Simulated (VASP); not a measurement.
As (a7): the cohesive energy from VASP (plane waves, PAW) at several levels of theory. Atoms are spin-polarised in a large box without symmetry, with the spin fixed by Hund's rule, and may not be in the lowest state of each functional; no zero-point energy is added.

```
level   cohesive energy (eV/atom)  error against measurement
------  -------------------------  -------------------------
LDA                          4.08                    +37.7 %
PBEsol                       3.41                    +15.2 %
```

Measured: 2.96 eV/atom at 0 K (as given by Kittel, Introduction to Solid State Physics (2005); 0 K, 1 atm; zero-point vibration energy not added).

The cell of the LDA run:

Space group R-3m, hexagonal axes (No. 166); a = b = 3.765 Å, c = 9.979 Å, α = β = 90.00°, γ = 120.00°

```tsv
atom	site	symmetry	x	y	z
As	6c	3m	0.0000	0.0000	0.2308
```
(The calculation used a cell of 2 atoms; values per cell refer to that cell.)

Only levels that ran to the end are used. Left out are those held back, those with too coarse a band path, GW runs whose mesh misses a band edge, hybrids' fits of cells that aren't cubic and levels without matching references; a question may draw on a part of the rest.

The compound is As in the a7 structure.
